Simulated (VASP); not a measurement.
# HPtBr3 (Pm-3m) in VASP: notebook

Runs on HPtBr3. Level: PBE. Tasks: single point, relaxation of cell and atoms.

Program: VASP 6.6.1. These are calculated values, not measurements. Logs are shortened: lines on timing, memory, paths and dates and some standing lists are left out, and cuts for length are marked.

### 1 The cell of the first run

Symmetry: Pm-3m, No. 221, cubic system. Conventional cell: a = 4.589 Å, b = 4.589 Å, c = 4.589 Å, α = 90.00°, β = 90.00°, γ = 90.00°. Around H (site symmetry m-3m) lie 6 Br at 2.29 Å. Pt (site symmetry m-3m) is surrounded by 12 Br at 3.24 Å. Around Br (site symmetry 4/mmm) lie 2 H at 2.29 Å.

The cell was built by a generator and needn't be a form met in nature.

### 2 Single point, PBE (species swapped into the EuHfO3 type (Pm-3m, No. 221))

The input, INCAR:

```
SYSTEM = HPtBr3
  ALGO = Normal
  EDIFF = 1E-7
  ENCUT = 520
  GGA = PE
  ISIF = 2
  ISMEAR = 0
  LASPH = .True.
  LCHARG = .True.
  LELF = .True.
  LREAL = .False.
  LVHAR = .True.
  LWAVE = .False.
  NBANDS = 24
  NELM = 60
  PREC = Accurate
  SIGMA = 0.1
```

The input, KPOINTS:

```
k-points
0
Gamma
  8 8 8
  0 0 0
```

The input, POSCAR:

```
HPtBr3
1.0
    4.5886469755      0.0000000000      0.0000000000
    0.0000000000      4.5886469755      0.0000000000
    0.0000000000      0.0000000000      4.5886469755
H Pt Br
1 1 3
Direct
    0.0000000000      0.0000000000      0.0000000000
    0.5000000000      0.5000000000      0.5000000000
    0.5000000000      0.0000000000      0.0000000000
    0.0000000000      0.5000000000      0.0000000000
    0.0000000000      0.0000000000      0.5000000000
```

Potentials or basis: VASP PAW PBE potentials, release 64 (H, Pt, Br).

Command:

```bash
cat potpaw_PBE.64/H/POTCAR potpaw_PBE.64/Pt/POTCAR potpaw_PBE.64/Br/POTCAR > POTCAR
mpirun -np 1 vasp_std > vasp.out
```

OUTCAR:

```text
SYSTEM = HPtBr3
   EDIFF = 1E-7
   ENCUT = 520
   GGA = PE
   ISIF = 2
   ISMEAR = 0
   LASPH = .True.
   LREAL = .False.
   NELM = 60
   PREC = Accurate

 ion  position               nearest neighbor table
   1  0.000  0.000  0.000-
   2  0.500  0.500  0.500-
   3  0.500  0.000  0.000-
   4  0.000  0.500  0.000-
   5  0.000  0.000  0.500-

  LATTYP: Found a simple cubic cell.
 ALAT       =     4.5886469755

  Lattice vectors:

 A1 = (   4.5886469755,   0.0000000000,   0.0000000000)
 A2 = (   0.0000000000,   4.5886469755,   0.0000000000)
 A3 = (   0.0000000000,   0.0000000000,   4.5886469755)

Analysis of symmetry for initial positions (statically):
=====================================================================
 Subroutine PRICEL returns:
 Original cell was already a primitive cell.

 Routine SETGRP: Setting up the symmetry group for a
 simple cubic supercell.

 Subroutine GETGRP returns: Found 48 space group operations
 (whereof 48 operations were pure point group operations)
 out of a pool of 48 trial point group operations.

The static configuration has the point symmetry O_h .

Analysis of symmetry for dynamics (positions and initial velocities):
=====================================================================
 Subroutine PRICEL returns:
 Original cell was already a primitive cell.

 Routine SETGRP: Setting up the symmetry group for a
 simple cubic supercell.

 Subroutine GETGRP returns: Found 48 space group operations
 (whereof 48 operations were pure point group operations)
 out of a pool of 48 trial point group operations.

The dynamic configuration has the point symmetry O_h .

 Subroutine INISYM returns: Found 48 space group operations
 (whereof 48 operations are pure point group operations),
 and found     1 'primitive' translations

----------------------------------------------------------------------------------------

                                     Primitive cell

  volume of cell :      96.6171

  direct lattice vectors                    reciprocal lattice vectors
     4.588646975  0.000000000  0.000000000     0.217929164  0.000000000  0.000000000
     0.000000000  4.588646975  0.000000000     0.000000000  0.217929164  0.000000000
     0.000000000  0.000000000  4.588646975     0.000000000  0.000000000  0.217929164

  length of vectors
     4.588646975  4.588646975  4.588646975     0.217929164  0.217929164  0.217929164

  position of ions in fractional coordinates (direct lattice)
     0.000000000  0.000000000  0.000000000
     0.500000000  0.500000000  0.500000000
     0.500000000  0.000000000  0.000000000
     0.000000000  0.500000000  0.000000000
     0.000000000  0.000000000  0.500000000

  ion indices of the primitive-cell ions
   primitive index   ion index
                 1           1
                 2           2
                 3           3
                 4           4
                 5           5

----------------------------------------------------------------------------------------

 KPOINTS: k-points

Automatic generation of k-mesh.
 Grid dimensions read from file:
 generate k-points for:    8    8    8

 Generating k-lattice:

  Cartesian coordinates                     Fractional coordinates (reciprocal lattice)
     0.027241146  0.000000000  0.000000000     0.125000000  0.000000000  0.000000000
     0.000000000  0.027241146  0.000000000     0.000000000  0.125000000  0.000000000
     0.000000000  0.000000000  0.027241146     0.000000000  0.000000000  0.125000000

  Length of vectors
     0.027241146  0.027241146  0.027241146

  Shift w.r.t. Gamma in fractional coordinates (k-lattice)
     0.000000000  0.000000000  0.000000000

 Subroutine IBZKPT returns following result:
 ===========================================

 Found     35 irreducible k-points:

 Following reciprocal coordinates:
            Coordinates               Weight
  0.000000  0.000000  0.000000      1.000000
  0.125000  0.000000  0.000000      6.000000
  0.250000  0.000000  0.000000      6.000000
  0.375000  0.000000  0.000000      6.000000
  0.500000  0.000000  0.000000      3.000000
  0.125000  0.125000  0.000000     12.000000
[... 16 lines left out ...]
  0.375000  0.375000  0.125000     24.000000
  0.500000  0.375000  0.125000     24.000000
 [... further k-points ...]
   k-points           NKPTS =     35   k-points in BZ     NKDIM =     35   number of bands    NBANDS=     24
   number of dos      NEDOS =    301   number of ions     NIONS =      5
   total plane-waves  NPLWV =  46656
   dimension x,y,z NGX =    36 NGY =   36 NGZ =   36
   dimension x,y,z NGXF=    72 NGYF=   72 NGZF=   72
   ions per type =               1   1   3
   NGX,Y,Z   is equivalent  to a cutoff of  13.04, 13.04, 13.04 a.u.
   NGXF,Y,Z  is equivalent  to a cutoff of  26.09, 26.09, 26.09 a.u.
 SYSTEM =  HPtBr3
   PREC   = accura    normal or accurate (medium, high low for compatibility)
   ISTART =      0    job   : 0-new  1-cont  2-samecut
   ICHARG =      2    charge: 1-file 2-atom 10-const
   ISPIN  =      1    spin polarized calculation?
   LNONCOLLINEAR =      F non collinear calculations
   LSORBIT =      F    spin-orbit coupling
   LASPH  =      T    aspherical Exc in radial PAW
   ENCUT  =  520.0 eV  38.22 Ry    6.18 a.u.   8.53  8.53  8.53*2*pi/ulx,y,z
   NELM   =     60;   NELMIN=  2; NELMDL= -5     # of ELM steps
   EDIFF  = 0.1E-06   stopping-criterion for ELM
   LREAL  =      F    real-space projection
   EDIFFG = 0.1E-05   stopping-criterion for IOM
   NSW    =      0    number of steps for IOM
   IBRION =     -1    ionic relax: 0-MD 1-quasi-New 2-CG
   NFREE  =      0    steps in history (QN), initial steepest desc. (CG)
   ISIF   =      2    stress and relaxation
   ISYM   =      2    0-nonsym 1-usesym 2-fastsym
   POTIM  = 0.5000    time-step for ionic-motion
   TEBEG  =    0.0;   TEEND  =   0.0 temperature during run
   PSTRESS=    0.0 pullay stress
   NELECT =      32.0000    total number of electrons
   NUPDOWN=      -1.0000    fix difference up-down
   EMIN   =  10.00;   EMAX   =-10.00  energy-range for DOS
   EFERMI =   0.00;   METHOD = LEGACY
   ISMEAR =     0;   SIGMA  =   0.10  broadening in eV -4-tet -1-fermi 0-gaus
   EFERMI_NEDOS =   21; number of points for ismear=-14 and -15
   IALGO  =     38    algorithm
   IMIX   =      4    mixing-type and parameters
     AMIX     =   0.40;   BMIX     =  1.00
     AMIX_MAG =   1.60;   BMIX_MAG =  1.00
  volume/ion in A,a.u.               =      19.32       130.40
  Fermi-wavevector in a.u.,A,eV,Ry     =   1.132679  2.140453 17.455753  1.282962
  Thomas-Fermi vector in A             =   2.269380
   LORBIT       =      0    0 simple, 1 ext, 2 COOP (PROOUT), +10 PAW based schemes
   GGA     = PE    functional components
   LHFCALC =     F    Hartree Fock is set to
   AEXX    =    0.0000 exact exchange contribution
   IVDW    =     0    specifies the selected vdW correction
   LEPSILON=     F    determine dielectric tensor
   LRPA    =     F    only Hartree local field effects (RPA)
 non-spin polarized calculation
 Gauss-broadening in eV      SIGMA  =   0.10
  energy-cutoff  :      520.00
  volume of cell :       96.62
 maximum number of plane-waves:      2624
 NGX is ok and might be reduce to    36
   NGX = 17   NGY = 17   NGZ = 17

 number of electron      32.0000003 magnetization

 Free energy of the ion-electron system (eV)
  ---------------------------------------------------
  ext. energy  EPLUGINS =         0.00000000
  ---------------------------------------------------
  free energy    TOTEN  =        -9.06825349 eV

  energy without entropy =       -9.02020948  energy(sigma->0) =       -9.04423149

 E-fermi :   3.5726     XC(G=0): -10.1746

 val. band max:        3.5666268540   @ k =   0.5000   0.3750   0.3750
 cond. band min:       3.5759424168   @ k =   0.3750   0.1250   0.0000
 fundamental gap:      0.0093155628
 Fermi energy:         3.5725956687

 k-point     1 :       0.0000    0.0000    0.0000
  band No.  band energies     occupation
      1     -12.3718      2.00000
      2     -10.3118      2.00000
      3     -10.3118      2.00000
      4      -1.0181      2.00000
      5      -1.0181      2.00000
      6      -1.0181      2.00000
[... 16 lines left out ...]
     23      11.9132      0.00000
     24      11.9132      0.00000

 k-point     2 :       0.1250    0.0000    0.0000
  band No.  band energies     occupation
      1     -12.3133      2.00000
      2     -10.3928      2.00000
      3     -10.3057      2.00000
      4      -1.1109      2.00000
      5      -0.9705      2.00000
      6      -0.9705      2.00000
[... 16 lines left out ...]
     23      11.9147      0.00000
     24      11.9223      0.00000

 k-point     3 :       0.2500    0.0000    0.0000
  band No.  band energies     occupation
      1     -12.1475      2.00000
      2     -10.6132      2.00000
      3     -10.2910      2.00000
      4      -1.1903      2.00000
      5      -0.8447      2.00000
      6      -0.8447      2.00000
[... 16 lines left out ...]
     23      11.9457      0.00000
     24      12.5234      0.00000

 k-point     4 :       0.3750    0.0000    0.0000
  band No.  band energies     occupation
      1     -11.9153      2.00000
      2     -10.9003      2.00000
      3     -10.2762      2.00000
      4      -1.0539      2.00000
      5      -0.6986      2.00000
      6      -0.6986      2.00000
[... 16 lines left out ...]
     23      11.9715      0.00000
     24      13.5535      0.00000

 k-point     5 :       0.5000    0.0000    0.0000
  band No.  band energies     occupation
      1     -11.7676      2.00000
      2     -11.0710      2.00000
      3     -10.2700      2.00000
      4      -0.7713      2.00000
      5      -0.6298      2.00000
      6      -0.6298      2.00000
[... 451 lines left out ...]
 k-point    22 :       0.5000    0.2500    0.1250
  band No.  band energies     occupation
      1     -11.5197      2.00000
      2     -11.0200      2.00000
      3     -10.5313      2.00000
      4      -2.2836      2.00000
      5      -1.2118      2.00000
      6      -0.1735      2.00000
[... 16 lines left out ...]
     23      13.3209      0.00000
     24      13.3343      0.00000

 k-point    23 :       0.3750    0.3750    0.1250
  band No.  band energies     occupation
      1     -11.4556      2.00000
      2     -10.8926      2.00000
      3     -10.7061      2.00000
      4      -2.5401      2.00000
      5      -1.4139      2.00000
      6      -0.1675      2.00000
[... 16 lines left out ...]
     23      12.7160      0.00000
     24      13.6332      0.00000

 k-point    24 :       0.5000    0.3750    0.1250
  band No.  band energies     occupation
      1     -11.3003      2.00000
      2     -10.9919      2.00000
      3     -10.7567      2.00000
      4      -2.6197      2.00000
      5      -1.5798      2.00000
      6      -0.1248      2.00000
[... 16 lines left out ...]
     23      12.7701      0.00000
     24      12.9879      0.00000

 [... further k-points ...]
[... 5 lines left out ...]
  --------------------------------------------------------------------------------------
  -------------------------------------------------------------------------------------
  Total       -0.0166892     -0.0166892     -0.0166892      0.0000000     -0.0000000      0.0000000
  in kB       -0.2767521     -0.2767521     -0.2767521      0.0000000     -0.0000000      0.0000000
  external PRESSURE =      -0.2767521 kB  Pullay stress =       0.0000000 kB

 VOLUME and BASIS-vectors are now :
 -----------------------------------------------------------------------------
  energy-cutoff  :      520.00
  volume of cell :       96.62
      direct lattice vectors                 reciprocal lattice vectors
     4.588646975  0.000000000  0.000000000     0.217929164  0.000000000  0.000000000
     0.000000000  4.588646975  0.000000000     0.000000000  0.217929164  0.000000000
     0.000000000  0.000000000  4.588646975     0.000000000  0.000000000  0.217929164

 POSITION                                       TOTAL-FORCE (eV/Angst)
 -----------------------------------------------------------------------------------
      0.00000      0.00000      0.00000         0.000000      0.000000      0.000000
      2.29432      2.29432      2.29432         0.000000      0.000000      0.000000
      2.29432      0.00000      0.00000         0.000000      0.000000      0.000000
      0.00000      2.29432      0.00000         0.000000      0.000000      0.000000
      0.00000      0.00000      2.29432         0.000000      0.000000      0.000000
 -----------------------------------------------------------------------------------
    total drift:                                0.000000      0.000000      0.000000

  FREE ENERGIE OF THE ION-ELECTRON SYSTEM (eV)
  ---------------------------------------------------
  free  energy   TOTEN  =        -9.0682534883 eV

  energy  without entropy=       -9.0202094827  energy(sigma->0) =       -9.04423149
```

Run time: 79 s. Hardware: 1 thread of Intel Xeon Platinum 8488C (Sapphire Rapids), shared host; peak memory 0.24 GiB.

Results:

```
Free energy            : -9.0683 eV
Pressure               : 0.0 GPa
Band gap on the k mesh : none (metal or under the smearing width)
```

Levels at points of the mesh, in eV from the Fermi level:
```tsv
k point	band 13	band 14	band 15	band 16	band 17	band 18	band 19	band 20
(0.00, 0.00, 0.00)	-1.32	-1.32	-1.32	-0.38	-0.38	-0.38	0.13	8.02
(0.50, 0.00, 0.00)	-1.29	-1.13	0.04	0.22	0.22	1.77	2.61	4.83
(0.50, 0.50, 0.00)	-1.09	-0.23	-0.01	-0.01	0.43	2.26	3.17	5.38
(0.50, 0.50, 0.50)	-0.63	-0.17	-0.17	-0.06	-0.06	-0.06	3.90	8.33
```

Spin-orbit coupling is left out, which matters for the levels of Pt.

### 3 Relaxation of cell and atoms, PBE (species swapped into the EuHfO3 type (Pm-3m, No. 221))

The input, INCAR:

```
  PREC = Accurate
  ENCUT = 600
  EDIFF = 1E-7
  ISMEAR = 0
  SIGMA = 0.1
  LREAL = F
  LASPH = T
  NELM = 100
  ALGO = Normal
  ISIF = 3
  LWAVE = F
  LCHARG = F
  GGA = PE
  IBRION = 2
  NSW = 100
  EDIFFG = -0.01
```

The input, KPOINTS:

```
Automatic mesh
0
Gamma
  8 8 8
```

Edit POSCAR of step 2 so:

```diff
@@ -2,5 +2,5 @@
 1.0
-    4.5886469755      0.0000000000      0.0000000000
-    0.0000000000      4.5886469755      0.0000000000
-    0.0000000000      0.0000000000      4.5886469755
+    4.5992933587      0.0000000000      0.0000000000
+    0.0000000000      4.5992933587      0.0000000000
+    0.0000000000      0.0000000000      4.5992933587
 H Pt Br
```

Potentials or basis: VASP PAW PBE potentials, release 64 (H, Pt, Br).

Command:

```bash
cat potpaw_PBE.64/H/POTCAR potpaw_PBE.64/Pt/POTCAR potpaw_PBE.64/Br/POTCAR > POTCAR
mpirun -np 1 vasp_std > vasp.out
```

Wall time 2.3 min (1 thread of Intel Xeon Platinum 8488C (Sapphire Rapids), shared host); peak memory 0.31 GiB.

Results (log left out):

- Free energy: -9.0682 eV
- Relaxed volume: 19.36 Å³/atom
- Relaxed cell: a = 4.591 Å, b = 4.591 Å, c = 4.591 Å, α = 90.00°, β = 90.00°, γ = 90.00°
- Space group after relaxing (to 0.05 Å): Pm-3m (No. 221)
- Energy gained by relaxing: 0.1 meV/atom
- Ionic steps: 2
- Pressure after relaxing: -0.1 GPa
- Band gap on the k mesh: none (metal or under the smearing width)

The path:
| step | energy change (eV) | largest force (eV/Å) | pressure (GPa) | volume (Å³) |
| --- | --- | --- | --- | --- |
| 1 | 0.0000 | 0.0000 | -0.30 | 97.29 |
| 2 | -0.0006 | 0.0000 | -0.08 | 96.79 |

Final structure:
```
CELL_PARAMETERS angstrom
4.59132 0.00000 0.00000
0.00000 4.59132 0.00000
0.00000 0.00000 4.59132
ATOMIC_POSITIONS crystal
H 0.00000 0.00000 0.00000
Pt 0.50000 0.50000 0.50000
Br 0.50000 0.00000 0.00000
Br 0.00000 0.50000 0.00000
Br 0.00000 0.00000 0.50000
```

Levels at points of the mesh, in eV from the Fermi level:
```tsv
k point	band 14	band 15	band 16	band 17	band 18	band 19
(0.00, 0.00, 0.00)	-1.32	-1.32	-0.38	-0.38	-0.38	0.12
(0.50, 0.00, 0.00)	-1.12	0.04	0.22	0.22	1.77	2.60
(0.50, 0.50, 0.00)	-0.23	-0.01	-0.01	0.43	2.25	3.17
(0.50, 0.50, 0.50)	-0.17	-0.17	-0.06	-0.06	-0.06	3.90
```

The run has no spin-orbit coupling, so splittings on Pt are missing.
